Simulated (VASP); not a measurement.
A VASP calculation is set up with these files.

INCAR:
```
SYSTEM = AgBr
PREC = Accurate; ENCUT = 400; LREAL = .False.
LASPH = .True.
EDIFF = 1E-6; NELM = 100; ALGO = Normal
LMAXMIX = 4
ISMEAR = 0; SIGMA = 0.05
GGA = PE
ISIF = 2
LWAVE = .False.; LCHARG = .False.
```

KPOINTS:
```
K-points
0
Gamma
  3 3 3
```

**POSCAR**
```
AgBr
1
    0.0000000000     2.9427000000     2.9427000000
    2.9427000000     0.0000000000     2.9427000000
    2.9427000000     2.9427000000     0.0000000000
Ag Br
1 1
Direct
  0.0000000000   0.0000000000   0.0000000000
  0.5000000000   0.5000000000   0.5000000000
```

POTCAR, in this order: Ag Br (PBE.64 set). Program: vasp_std.

### Question
Write an equivalent input for Ansatz.

### Answer
One equivalent input (not run):
Ansatz 0.2 input:
```yaml
crystal:
  lattice:
    - [0.0000000, 2.9427000, 2.9427000]
    - [2.9427000, 0.0000000, 2.9427000]
    - [2.9427000, 2.9427000, 0.0000000]
  atoms:
    - { symbol: Ag, position: [0.0000000, 0.0000000, 0.0000000] }
    - { symbol: Br, position: [0.5000000, 0.5000000, 0.5000000] }
kpoints:
  mp_grid: { grid: [3, 3, 3] }
hamiltonian:
  xc: pbe
  pseudopotentials: { kind: paw }
scf:
  occupations: { method: gaussian, width: 0.05 }
  max_iter: 100
output: { forces: true, stress: true, eigenvalues: true }
```
Limits of the translation: each code has its own PAW files, so the cut-off isn't converted (ENCUT is set for VASP's; basis.ecutwfc is left out, and Ansatz then takes the one that its files recommend); Ansatz stops its SCF on the density residual and VASP on the energy change (EDIFF).

The compound is AgBr in the rock salt structure. The cell was not relaxed at this level. The k-mesh is coarse (spacing up to 0.62 per Å, 2π included), so the numbers may not be converged in it. The run is one of a series of settings (KPOINTS 3×3×3 Γ-centred mesh against the base run), some of them coarse on purpose.
